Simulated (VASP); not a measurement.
Input of a VASP 6.6.1 run:

Contents of INCAR:

```
SYSTEM = Al15BN16
PREC = Accurate
ENCUT = 520
EDIFF = 1E-6
ISMEAR = -1
SIGMA = 0.01
LREAL = Auto
LASPH = .TRUE.
NELM = 80
ALGO = Fast
ISIF = 2
LWAVE = .FALSE.
LCHARG = .TRUE.
GGA = PE
LELF = .TRUE.
LVHAR = .TRUE.
NBANDS = 86
```

The input KPOINTS:

```
regular mesh
0
G
  4 4 2
  0 0 0
```

POSCAR

```
Al15BN16
1.0
    6.2260000000      0.0000000000      0.0000000000
   -3.1130000000      5.3918741640      0.0000000000
    0.0000000000      0.0000000000      9.9620000000
B Al N
1 15 16
Direct
    0.1666666667      0.3333333333      0.0059936536
    0.1666666667      0.3333333333      0.4986349133
    0.1620407798      0.8310203899      0.0003157754
    0.1689239935      0.8344619967      0.4992977656
    0.6689796101      0.3379592202      0.0003157754
    0.6655380033      0.3310760065      0.4992977656
    0.6689796101      0.8310203899      0.0003157754
    0.6655380033      0.8344619967      0.4992977656
    0.3319360790      0.1680639210      0.2430971385
    0.3299739130      0.1700260870      0.7544747236
    0.3319360790      0.6638721581      0.2430971385
    0.3299739130      0.6599478260      0.7544747236
    0.8361278419      0.1680639210      0.2430971385
    0.8400521740      0.1700260870      0.7544747236
    0.8333333333      0.6666666667      0.2513602087
    0.8333333333      0.6666666667      0.7490038075
    0.1666666667      0.3333333333      0.1686931937
    0.1666666667      0.3333333333      0.6879608653
    0.1648830043      0.8324415022      0.1902137360
    0.1700494471      0.8350247235      0.6932789835
    0.6675584978      0.3351169957      0.1902137360
    0.6649752765      0.3299505529      0.6932789835
    0.6675584978      0.8324415022      0.1902137360
    0.6649752765      0.8350247235      0.6932789835
    0.3323316253      0.1676683747      0.4363423923
    0.3177074259      0.1822925741      0.9483784436
    0.3323316253      0.6646632506      0.4363423923
    0.3177074259      0.6354148518      0.9483784436
    0.8353367494      0.1676683747      0.4363423923
    0.8645851482      0.1822925741      0.9483784436
    0.8333333333      0.6666666667      0.4430500303
    0.8333333333      0.6666666667      0.9391064519
```

Potentials or basis: VASP PAW PBE potentials, release 64 (B, Al, N).

Launch:

```console
$ cat potpaw_PBE.64/B/POTCAR potpaw_PBE.64/Al/POTCAR potpaw_PBE.64/N/POTCAR > POTCAR
$ mpirun -np 1 vasp_std > vasp.out
```

(1) Estimate the pressure.

(2) Predict the largest force.

(3) Predict the band gap on the k mesh.

Answers

(1) -2.5 GPa.

(2) 0.023 eV/Å.

(3) 3.67 eV, direct.
